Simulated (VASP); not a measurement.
Method: LDA (Ceperley-Alder, Perdew-Zunger), VASP's LDA PAW potentials (set 64) (plane waves; VASP).

VASP ran on this input.

### KPOINTS
```
K-points
0
G
 11 11 11
0 0 0
```

**POSCAR**
```
SrO
1
    0.0000000000     2.5388379720     2.5388379720
    2.5388379720     0.0000000000     2.5388379720
    2.5388379720     2.5388379720     0.0000000000
Sr O
1 1
Direct
  0.5000000000   0.5000000000   0.5000000000
  0.0000000000   0.0000000000   0.0000000000
```

**INCAR**
```
SYSTEM=SrO
PREC=Accurate; ENCUT=520; LREAL=.FALSE.
LASPH=.TRUE.; NBANDS=36
EDIFF=1E-7; NELM=100; ALGO=Normal
LMAXMIX=4
ISMEAR=0; SIGMA=0.01
LWAVE=.FALSE.; LCHARG=.FALSE.; NEDOS=1001
LOPTICS=.TRUE.; CSHIFT=0.1
```

POTCAR, in this order: Sr_sv O (LDA.64 set). Program: vasp_std.

Question: Predict the energy per atom (σ→0).

Answer: 
The energy per atom (σ→0) is -6.694 eV/atom.

### OSZICAR
```
...
DAV:   8    -0.133867667483E+02    0.50056E-01   -0.13228E-01  5948   0.148E+00    0.236E+00
DAV:   9    -0.133877696235E+02   -0.10029E-02   -0.50467E-03  5576   0.224E-01    0.653E-01
DAV:  10    -0.133876035192E+02    0.16610E-03   -0.21269E-04  4608   0.971E-02    0.188E-01
DAV:  11    -0.133876178856E+02   -0.14366E-04   -0.23955E-05  4872   0.228E-02    0.278E-02
DAV:  12    -0.133876189447E+02   -0.10591E-05   -0.50829E-07  5012   0.472E-03    0.842E-03
DAV:  13    -0.133876188744E+02    0.70269E-07   -0.14555E-07  4760   0.283E-03
   1 F= -.13387619E+02 E0= -.13387619E+02  d E =-.144783E-20
 imaginary and real dielectric function
```

The structure comes from a computed database's SrO entry (Fm-3m); how it stands against other phases isn't given here. It was relaxed first, which changed the volume by -5 %.
